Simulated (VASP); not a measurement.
Wanted: the native input for a VASP 6.6.1 run.

```
Task                   : work function
Functional             : PBE
Potentials or basis    : VASP PAW PBE potentials, release 64 (Se, Sn_d)
Cutoff                 : 520 eV
k mesh                 : 10 × 10 × 1
Occupations            : fermi-dirac, width 0.05 eV
Spin                   : non-collinear spin, zero start, spin-orbit coupling
Starting moments       : [[0.0, 0.0, 0.0], [0.0, 0.0, 0.0], [0.0, 0.0, 0.0], [0.0, 0.0, 0.0], [0.0, 0.0, 0.0], [0.0, 0.0, 0.0], [0.0, 0.0, 0.0], [0.0, 0.0, 0.0], [0.0, 0.0, 0.0]] μB
Further INCAR settings : ALGO = Normal; EDIFF = 1e-07
```

The structure of SnSe2 lies in POSCAR:

```
SnSe2
1.0
    3.8110000000      0.0000000000      0.0000000000
   -1.9055000000      3.3004228138      0.0000000000
    0.0000000000      0.0000000000     33.3740000000
Se Sn
6 3
Direct
    0.6666666667      0.3333333333      0.2696710014
    0.3333333333      0.6666666667      0.3625576796
    0.6666666667      0.3333333333      0.4535566609
    0.3333333333      0.6666666667      0.5464433391
    0.6666666667      0.3333333333      0.6374423204
    0.3333333333      0.6666666667      0.7303289986
    0.0000000000      0.0000000000      0.3161143405
    0.0000000000      0.0000000000      0.5000000000
    0.0000000000      0.0000000000      0.6838856595
```

The cell was built by a generator and needn't be a form met in nature.

One way to write it, as run:

INCAR

```
PREC = Accurate
ENCUT = 520
EDIFF = 1E-7
ISMEAR = -1
SIGMA = 0.05
LREAL = False
LASPH = True
NELM = 60
ALGO = Normal
ISIF = 2
LWAVE = False
LCHARG = True
MAGMOM = 0 0 0 0 0 0 0 0 0 0 0 0 0 0 0 0 0 0 0 0 0 0 0 0 0 0 0
LORBIT = 11
LSORBIT = True
GGA_COMPAT = False
GGA = PE
LVHAR = True
LVACPOTAV = True
```

KPOINTS

```
Automatic mesh
0
Gamma
  10 10 1
```

Potentials or basis: VASP PAW PBE potentials, release 64 (Se, Sn_d).

Run with:

```console
$ cat potpaw_PBE.64/Se/POTCAR potpaw_PBE.64/Sn_d/POTCAR > POTCAR
$ mpirun -np 1 vasp_ncl > vasp.out
```

Results of the run:

| Quantity | Value |
| --- | --- |
| Largest force | 0.658 eV/Å |
| Net moment | 0.00 μB per cell |
| Valence electrons inside the program's atomic spheres | Se 3.84; Sn 12.21 |

It took 43 min on 1 thread of Intel(R) Xeon(R) 6975P-C (Granite Rapids), on a shared host, peak memory 1.6 GiB.
